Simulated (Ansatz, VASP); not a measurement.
## ZrC2: VASP beside Ansatz

One calculation is typed for both programs; each brings its own data sets. How far apart do they land? The cell is taken from a series of runs on this material, whose earlier steps may have relaxed, scaled, displaced or heated it; both programs get it as it stands.

Main program and level: Ansatz 0.2.0; plane waves, with VASP 6.6.1 beside it; relaxation of cell and atoms at PBE.

### 1. The structure

The structure is hexagonal, space group P6/mmm (No. 191). Conventional cell: a = 3.206 Å, b = 3.206 Å, c = 3.301 Å, α = 90.00°, β = 90.00°, γ = 120.00°. Nearest to Zr lie 12 C at 2.48 Å. Nearest to C lie 3 C at 1.85 Å and 6 Zr at 2.48 Å. Farther neighbours are not listed.

### 2. Ansatz: relaxation of cell and atoms, PBE

Ansatz runs on its PAW soft_1 files.

The relaxed volume is the usual yardstick between codes: in a stiff, nearly cubic crystal its relative difference is about their pressure difference at one cell divided by the bulk modulus.

Input file input.yaml:

```yaml
crystal:
  lattice:
    - [3.206, 0.0, 0.0]
    - [-1.603, 2.776477445, 0.0]
    - [0.0, 0.0, 3.301]
  atoms:
    - { symbol: Zr, position: [0.0, 0.0, 0.0] }
    - { symbol: C, position: [0.666666667, 0.333333333, 0.5] }
    - { symbol: C, position: [0.333333333, 0.666666667, 0.5] }
kpoints:
  mp_grid: { grid: [10, 10, 8] }
scf:
  occupations: { method: fermi_dirac, width: 0.05 }
hamiltonian:
  xc: pbe
  pseudopotentials: { kind: paw, azcp: { folder: soft_1 } }
relax:
  f_tol: 0.015
  max_steps: 70
  cell: {}
output:
  forces: true
  stress: true
```

Run with:

```
$ ansatz run input.yaml --threads 4 --pin off --max-ram 8192MiB --backend cpu --events-out ev --progress --plain --runs-dir out
```

Numbers of over 12 decimals in the logs are rounded to 6 here.

The log of the run:

```text
Engine: ansatz 0.2.0, aarch64-unknown-linux-gnu
Pseudopotentials: kind: paw
Pseudopotential: Zr, paw, valence charge 12, recommended cutoff 420 eV (normal), soft_1/Zr.paw.azcp
Pseudopotential: C, paw, valence charge 4, recommended cutoff 420 eV (normal), soft_1/C.paw.azcp
Functional definition: PBE
  parameter kappa = 0.804
  parameter beta = 0.066725
  exchange = pbe_x(kappa = kappa, mu = beta*pi^2/3)
  correlation = pbe_c(beta = beta)
Crystal: 3 atoms, lattice volume = 29.383 Å³
Basis set: ecut = 420 eV, 563 PW (Γ), exchange–correlation on 48×48×48 points (8 copies of the dense FFT grid, shifted against one another)
Bands: 14, of which v1, the nominal top of the filled ones, is band 10 counted from 1 (9 counted from 0)
Symmetry: 24 space group operations
Space group: P6/mmm (ITA 191), of the structure as read, at distance tolerance 3.1e-5 Å
k-points: 70 of 800
Non-local potential: Zr, projectors of the file, l = 0: 3, l = 1: 2, l = 2: 2, l = 3: 1
Non-local potential: C, projectors of the file, l = 0: 2, l = 1: 2, l = 2: 1
PAW form: soft (Blöchl's): semilocal exchange-correlation on the pseudo side does not see the compensation charge
PAW one-centre angular grid: Zr, 590 points (default); XC on 64 Gauss nodes
PAW one-centre angular grid: C, 110 points (default); XC on 64 Gauss nodes
Initial density: superposition of atomic densities (chi_scale 0.1, normalization cell, long waves kept (reshape's long-wave potential 0.00 eV rms))
Initial wavefunctions: pseudopotential atomic-orbital guess
Functional: x = pbe(κ = 0.804, μ = 0.219515), c = pbe(β = 0.066725)
SCF iter   1: F=—  HF=-4683.505983 eV  |F-HF|=—  |Δ(HF+E_count)|=         —  Δρ=3.64e-2  dr2=2.17e-1  ethr=3.10e-3  ⟨swp⟩=5.2  Hψ=4589  notcnv=0
preconditioner: auto → none  [metal: Δε(μ)=0.049 eV  Ē_g=16.676 eV  σ=0.050 eV  W_gap=0.23  n_scr=8 (ndim 8)  ℏωp=29.1 eV  f_vac=0.000  D(μ)=1.27/eV (n_scr^D=8)  sad-step TF]
SCF iter   2: F=—  HF=-4683.502620 eV  |F-HF|=—  |Δ(HF+E_count)|=   3.36e-3  Δρ=2.16e-2  dr2=8.53e-2  ethr=1.09e-3  ⟨swp⟩=1.1  Hψ=1547  notcnv=0
SCF iter   3: F=—  HF=-4683.494253 eV  |F-HF|=—  |Δ(HF+E_count)|=   8.37e-3  Δρ=1.49e-3  dr2=2.49e-4  ethr=4.26e-4  ⟨swp⟩=2.3  Hψ=1506  notcnv=0  defer=1
SCF iter   4: F=—  HF=-4683.494347 eV  |F-HF|=—  |Δ(HF+E_count)|=   9.32e-5  Δρ=3.27e-4  dr2=3.98e-5  ethr=1.25e-6  ⟨swp⟩=2.0  Hψ=1446  notcnv=0  defer=1
SCF iter   5: F=—  HF=-4683.494348 eV  |F-HF|=—  |Δ(HF+E_count)|=   1.41e-6  Δρ=5.78e-5  dr2=5.64e-7  ethr=1.99e-7  ⟨swp⟩=2.2  Hψ=1326  notcnv=0  defer=1
SCF iter   6: F=-4683.494348 eV  HF=-4683.494348 eV  |F-HF|=2.43e-10  |Δ(HF+E_count)|=   7.24e-8  Δρ=1.54e-5  dr2=2.60e-8  ethr=5.00e-10  ⟨swp⟩=4.1  Hψ=3410  notcnv=0
SCF 1 converged in 6 iterations: F = -4683.494348 eV  dr2 = 2.60e-8
  greatest PAW one-centre occupation: 0.997 electrons in one spin orbital (limit 2), on the Zr atom at site 0 (counted from 0), in its partial waves of l = 0
relax step   1: F+E_penalty+E_count = -4683.49434811 eV  Δ(F+E_penalty+E_count) = +0.000e0 eV  max|allowed force component| = 5.921e-16 eV/Å  Δτ_max = 0.0000 Å  P = +0.047 GPa  Ω = 29.383 Å³  (6 SCF iters, dr2 threshold 1.00e-7 eV, accepted)
[...]
relax step   2: F+E_penalty+E_count = -4683.49481461 eV  Δ(F+E_penalty+E_count) = -4.665e-4 eV  max|allowed force component| = 4.441e-16 eV/Å  Δτ_max = 0.0000 Å  P = +0.685 GPa  Ω = 29.341 Å³  energy of the carried Pulay correction = +7.544e-5 eV  (6 SCF iters, dr2 threshold 3.00e-7 eV, accepted)
[...]
relax step   3: F+E_penalty+E_count = -4683.49491608 eV  Δ(F+E_penalty+E_count) = -1.015e-4 eV  max|allowed force component| = 4.441e-16 eV/Å  Δτ_max = 0.0000 Å  P = +0.253 GPa  Ω = 29.397 Å³  energy of the carried Pulay correction = +1.217e-5 eV  (6 SCF iters, dr2 threshold 3.00e-7 eV, accepted)
[...]
relax step   4: F+E_penalty+E_count = -4683.49491151 eV  Δ(F+E_penalty+E_count) = +4.567e-6 eV  max|allowed force component| = 3.454e-16 eV/Å  Δτ_max = 0.0000 Å  P = -0.001 GPa  Ω = 29.438 Å³  energy of the carried Pulay correction = -2.875e-5 eV  (6 SCF iters, dr2 threshold 2.01e-7 eV, accepted)
[...]
relax step   5: F+E_penalty+E_count = -4683.49492877 eV  Δ(F+E_penalty+E_count) = -1.725e-5 eV  max|allowed force component| = 4.441e-16 eV/Å  Δτ_max = 0.0000 Å  P = -0.000 GPa  Ω = 29.438 Å³  stress off target by 4.66e-3 GPa  SCF on the basis re-selected at this cell (its energy is not comparable with the rows above)  (8 SCF iters)
basis re-selected at this cell: Δ(F+E_penalty+E_count) = -1.725e-5 eV, ΔP = +0.001 GPa vs the last step (what re-selecting the basis moved, of the pressure what is left beyond the Pulay correction that the steps carried, after the strain that the cell walked since its last selection, with what the two solves' SCF thresholds leave and, on support functions, any second-order correction that the steps lacked; it is no m [...]
SCF converged after 8 iterations
Free energy (F): -4683.494929 eV
Harris-Foulkes:  -4683.494929 eV  (|F-HF|=1.82e-12)
Internal energy: -4683.485613 eV  (E = F + TS)
E sigma→0 (E₀):  -4683.490271 eV
Entropy (-TS):   -0.009316 eV (-3.105 meV/atom)
Fermi energy:    17.549453 eV
--- Per-component energies (eV) ---
  E_band       = 1.971539
  E_kinetic    = 486.090455
  E_local      = -526.058116  (includes V_loc(G=0)·N_el)
  E_nonlocal   = 122.365142
  E_hartree    = 164.287947
  E_xc         = -250.386808
  E_vxc        = -301.143010  (∫ρ·V_xc dr)
  E_paw        = -3162.209588  (= ΣΔE_a)
  E_vpaw       = -107.858831  (= ΣTr[D̂ρ^β])
  E_aug_tail   = 0.000005  (compensation charges beyond the density's cutoff)
  E_ewald      = -1517.574649
  E_smearing   = -0.009316  (= −TS)
  E_closure    = 0.000000  (closes the sum)
  Σ components = -4683.494929   (vs F -4683.494929, Δ=0.00e0)
--- Forces (eV/Å), atoms counted from 1 ---
  atom   1  Zr     0.00000000     0.00000000     0.00000000
  atom   2  C     -0.00000000    -0.00000000     0.00000000
  atom   3  C     -0.00000000     0.00000000     0.00000000
  max |Σ_I F_I| component: 1.48e-16 eV/Å
--- Stress (GPa, compression-positive) ---
        0.002002       0.000000       0.000000
        0.000000       0.002002       0.000000
        0.000000       0.000000      -0.004660
  P = ⅓ Tr σ = -0.0002 GPa (-0.002 kbar)
--- Relaxed structure (4 steps of the walk, 4 accepted, 1 SCFs on fresh bases) ---
  F+E_penalty+E_count = -4683.49492877 eV   max|allowed force component| = 4.441e-16 eV/Å   (the final SCF, on the basis selected at the relaxed cell)
  cell:  # Å, volume = 29.4375 Å³
    - [3.215038, 0.0, 0.0]
    - [-1.607519, 2.784305, 0.0]
    - [0.0, 0.0, 3.288504]
  atoms:
    - { symbol: Zr, position: [0, 0, 0.0] }
    - { symbol: C, position: [0.666667, 0.333333, 0.5] }
    - { symbol: C, position: [0.333333, 0.666667, 0.5] }
```

### 3. VASP: relaxation of cell and atoms, PBE

The same cell, functional, mesh and smearing now go to VASP, with its own data sets.

Lines of VASP's logs that name or quote its potential files are left out, and so is its time.

Input file INCAR:

```
SYSTEM = ZrC2
PREC = Accurate
ENCUT = 600
EDIFF = 1E-07
NELM = 120
ISMEAR = -1
SIGMA = 0.05
LREAL = .FALSE.
ALGO = Normal
GGA = PE
NBANDS = 16
LASPH = .TRUE.
LORBIT = 11
LWAVE = .FALSE.
LCHARG = .FALSE.
ISIF = 3
IBRION = 2
NSW = 80
EDIFFG = -0.005
GGA_COMPAT = .FALSE.
NELMIN = 4
```

Input file POSCAR:

```
ZrC2
1.0
    3.2060000000      0.0000000000      0.0000000000
   -1.6030000000      2.7764770000      0.0000000000
    0.0000000000      0.0000000000      3.3010000000
Zr C
1 2
Direct
    0.0000000000      0.0000000000      0.0000000000
    0.6666666066      0.3333332133      0.5000000000
    0.3333333934      0.6666667867      0.5000000000
```

Input file KPOINTS:

```
Automatic mesh
0
Gamma
10 10 8
0 0 0
```

The projector-augmented-wave data sets are Zr_sv and C (PBE family, release 64).

Run with:

```
$ mpirun -np 1 vasp_std
```

The log of the run:

```text
[banner, memory and clock lines left out]
running    1 mpi-ranks, on    1 nodes
 distrk:  each k-point on    1 cores,    1 groups
 distr:  one band on    1 cores,    1 groups

 POSCAR found type information on POSCAR ZrC
 POSCAR found :  2 types and       3 ions
 LDA part: xc-table for (Slater+PW92), standard interpolation
 POSCAR, INCAR and KPOINTS ok, starting setup
 FFT: planning ... GRIDC
 FFT: planning ... GRID_SOFT
 FFT: planning ... GRID
 WAVECAR not read
 entering main loop
       N       E                     dE             d eps       ncg     rms          rms(c)
DAV:   1     0.132999586875E+03    0.13300E+03   -0.12305E+04  2240   0.142E+03
DAV:   2    -0.213523691326E+02   -0.15435E+03   -0.15062E+03  2976   0.332E+02
DAV:   3    -0.270840039774E+02   -0.57316E+01   -0.56879E+01  3336   0.563E+01
DAV:   4    -0.272108543627E+02   -0.12685E+00   -0.12680E+00  2928   0.720E+00
DAV:   5    -0.272131766574E+02   -0.23223E-02   -0.23222E-02  3176   0.797E-01    0.212E+01
DAV:   6    -0.247562551060E+02    0.24569E+01   -0.14511E+01  3016   0.196E+01    0.850E+00
DAV:   7    -0.247366651484E+02    0.19590E-01   -0.50914E-01  2608   0.472E+00    0.549E+00
DAV:   8    -0.247255485764E+02    0.11117E-01   -0.64576E-02  2880   0.201E+00    0.764E-01
DAV:   9    -0.247250717749E+02    0.47680E-03   -0.51092E-03  3112   0.569E-01    0.300E-01
DAV:  10    -0.247252070353E+02   -0.13526E-03   -0.58678E-04  3016   0.242E-01    0.608E-02
DAV:  11    -0.247251932003E+02    0.13835E-04   -0.50868E-05  2544   0.667E-02    0.214E-02
DAV:  12    -0.247251928571E+02    0.34325E-06   -0.30559E-06  3408   0.122E-02    0.169E-03
DAV:  13    -0.247251929009E+02   -0.43861E-07   -0.72068E-08  1880   0.267E-03
   1 F= -.24725193E+02 E0= -.24720410E+02  d E =-.247252E+02
[...]
2 F= -.24725625E+02 E0= -.24720912E+02  d E =-.431694E-03
[...]
3 F= -.24725703E+02 E0= -.24721055E+02  d E =-.510340E-03
[...]
4 F= -.24725703E+02 E0= -.24721052E+02  d E =-.510338E-03
[...]
5 F= -.24725701E+02 E0= -.24721042E+02  d E =0.207416E-05
 trial-energy change:    0.000002  1 .order    0.000002   -0.000034    0.000038
 step:   0.5273(harm=  0.5273)  dis= 0.00000  next Energy=   -24.725711 (dE=-0.805E-05)
 bond charge predicted
       N       E                     dE             d eps       ncg     rms          rms(c)
DAV:   1    -0.247257633490E+02   -0.62187E-04   -0.18771E-03  2256   0.409E-01    0.941E-02
DAV:   2    -0.247257170846E+02    0.46264E-04   -0.14075E-04  2432   0.116E-01    0.273E-02
DAV:   3    -0.247257077064E+02    0.93783E-05   -0.38776E-05  3264   0.423E-02    0.570E-03
DAV:   4    -0.247257090748E+02   -0.13684E-05   -0.25093E-06  3608   0.108E-02    0.651E-03
DAV:   5    -0.247257109834E+02   -0.19087E-05   -0.89041E-07  3544   0.476E-03    0.745E-04
DAV:   6    -0.247257112128E+02   -0.22940E-06   -0.91691E-08  1408   0.245E-03    0.375E-04
DAV:   7    -0.247257112711E+02   -0.58300E-07   -0.24958E-08  1152   0.113E-03
   6 F= -.24725711E+02 E0= -.24721056E+02  d E =-.803225E-05
 curvature:  -0.27 expect dE=-0.700E-08 dE for cont linesearch -0.295E-09
 trial: gam= 0.01192 g(F)=  0.648E-42 g(S)=  0.255E-07 ort =-0.185E-06 (trialstep = 0.999E+00)
 search vector abs. value=  0.257E-07
 reached required accuracy - stopping structural energy minimisation
```

From OUTCAR (step 3):

```text
ion  position               nearest neighbor table
   1  0.000  0.000  0.000-   2 2.48   2 2.48   3 2.48   3 2.48   2 2.48   3 2.48   2 2.48   3 2.48
                             2 2.48   2 2.48   3 2.48   3 2.48
   2  0.667  0.333  0.500-   3 1.85   3 1.85   3 1.85   1 2.48   1 2.48   1 2.48   1 2.48   1 2.48
                             1 2.48
   3  0.333  0.667  0.500-   2 1.85   2 1.85   2 1.85   1 2.48   1 2.48   1 2.48   1 2.48   1 2.48
                             1 2.48

  LATTYP: Found a hexagonal cell.
 ALAT       =     3.2060000000
 C/A-ratio  =     1.0296319401

 Subroutine GETGRP returns: Found 24 space group operations
 (whereof 24 operations were pure point group operations)

The static configuration has the point symmetry D_6h.

 Found     70 irreducible k-points:

   k-points           NKPTS =     70   k-points in BZ     NKDIM =     70   number of bands    NBANDS=     16

   dimension x,y,z NGX =    28 NGY =   28 NGZ =   28
   dimension x,y,z NGXF=    56 NGYF=   56 NGZF=   56

   ENCUT  =  600.0 eV  44.10 Ry    6.64 a.u.   6.40  6.40  6.59*2*pi/ulx,y,z

   NELECT =      20.0000    total number of electrons

 k-points in reciprocal lattice and weights: Automatic mesh
   0.00000000  0.00000000  0.00000000       0.001
   0.10000000  0.00000000  0.00000000       0.007
   0.20000000  0.00000000  0.00000000       0.007
   0.30000000  0.00000000  0.00000000       0.007
   0.40000000 -0.00000000  0.00000000       0.007
   0.50000000  0.00000000  0.00000000       0.004
   0.10000000  0.10000000  0.00000000       0.007
   0.20000000  0.10000000  0.00000000       0.015
   0.30000000  0.10000000  0.00000000       0.015
[...]
0.40000000  0.20000000  0.50000000       0.007
   0.30000000  0.30000000  0.50000000       0.007

 average (electrostatic) potential at core
       1 -72.0587       2 -44.4361       3 -44.4361

 E-fermi :  12.2518

 k-point     1 :       0.0000    0.0000    0.0000
  band No.  band energies     occupation
    ...
      6       6.3846      2.00000
      7       6.3846      2.00000
      8       7.8766      2.00000
      9       8.9984      2.00000
     10       9.1779      2.00000
     11      14.0201      0.00000
     12      14.0201      0.00000
     13      15.0175      0.00000
     14      15.0175      0.00000
     15      15.1752      0.00000
    ...

 k-point     2 :       0.1000    0.0000    0.0000
  band No.  band energies     occupation
    ...
      6       5.3689      2.00000
      7       6.3618      2.00000
      8       7.7371      2.00000
      9       9.1111      2.00000
     10      10.1895      2.00000
     11      13.5431      0.00000
     12      13.7741      0.00000
     13      14.6776      0.00000
     14      14.9113      0.00000
     15      15.4408      0.00000
    ...

 k-point     3 :       0.2000    0.0000    0.0000
  band No.  band energies     occupation
    ...
      6       3.7383      2.00000
      7       6.2823      2.00000
      8       7.4246      2.00000
      9       9.1098      2.00000
     10      11.4677      2.00000
     11      13.6548      0.00000
     12      13.7789      0.00000
     13      13.8426      0.00000
     14      14.6502      0.00000
     15      15.7568      0.00000
    ...

  Total        0.0003082      0.0003082     -0.0011823      0.0000000      0.0000000     -0.0000000
  in kB        0.0167704      0.0167704     -0.0643367      0.0000000      0.0000000     -0.0000000
  external PRESSURE =      -0.0102653 kB  Pullay stress =       0.0000000 kB

  energy-cutoff  :      600.00
  volume of cell :       29.44
      direct lattice vectors                 reciprocal lattice vectors
     3.214950459 -0.000000000  0.000000000     0.311046784  0.179582973  0.000000000
    -1.607475229  2.784228321 -0.000000000    -0.000000000  0.359165946  0.000000000
    -0.000000000 -0.000000000  3.289296008    -0.000000000  0.000000000  0.304016421

 POSITION                                       TOTAL-FORCE (eV/Angst)
 -----------------------------------------------------------------------------------
      0.00000     -0.00000      0.00000        -0.000000      0.000000      0.000000
      1.60748      0.92808      1.64465         0.000000      0.000000      0.000000
      0.00000      1.85615      1.64465        -0.000000     -0.000000     -0.000000
 -----------------------------------------------------------------------------------
    total drift:                               -0.000000      0.000000     -0.000000

  FREE ENERGIE OF THE ION-ELECTRON SYSTEM (eV)
  ---------------------------------------------------
  free  energy   TOTEN  =       -24.7257112711 eV

  energy  without entropy=      -24.7164001358  energy(sigma->0) =      -24.72105570

 reached required accuracy - stopping structural energy minimisation

 total charge
# of ion       s       p       d       tot
------------------------------------------
    1        2.141   6.013   1.749   9.903
    2        0.901   1.369   0.000   2.270
    3        0.901   1.369   0.000   2.270
--------------------------------------------------
tot          3.943   8.751   1.749  14.443

[... 3 further parts left out ...]
```

CONTCAR:

```
ZrC2
   1.00000000000000
     3.2149504587640378   -0.0000000000000000    0.0000000000000000
    -1.6074752293820189    2.7842283209406742   -0.0000000000000000
    -0.0000000000000000   -0.0000000000000000    3.2892960076116724
  Zr              C
     1     2
Direct
     0.0000000000000000    0.0000000000000000    0.0000000000000000
     0.6666666066000033    0.3333332133000013    0.5000000000000000
     0.3333333933999967    0.6666667866999987    0.5000000000000000
```

### 4. Differences

Known differences besides the potentials themselves: the cutoff is 420 eV in Ansatz and 600 eV in VASP; Ansatz adds a Pulay correction to the stress that steers its cell, VASP none. Total energies have different zeros and are not compared.

Both answers:

```
                                         quantity  Ansatz   VASP  difference
                                      volume (Å³)   29.44  29.44     -0.02 %
edge a after relaxation, in the typed setting (Å)   3.215  3.215     +0.00 %
edge c after relaxation, in the typed setting (Å)   3.288  3.289     -0.02 %
```

### 5. Results

```
difference in edge c after relaxation, in the typed setting (relaxation of cell and atoms, PBE) : -0.024 %
```

**Reading.** The difference in edge c after relaxation, in the typed setting is -0.024 % (relaxation of cell and atoms, PBE), within the 1.2 % picked in this series as the mark of a large difference, as far as the stopping tolerances let one tell. Such differences can come from data sets, numerical settings and the points named under the comparisons, not from the functional's error against experiment.

[Lines on the potential files, build, host, timing and source positions are cut from VASP's logs without a mark.]

[Logs are printed without paths, hosts, clocks, repeated set-up lines and the standing remarks that a program may print on its own settings, such as how far it seeks lower states.]

[Hosts, paths, dates, database ids (printed as entryN), source tags and the programs' standing remarks are cut or masked in the printed files.]
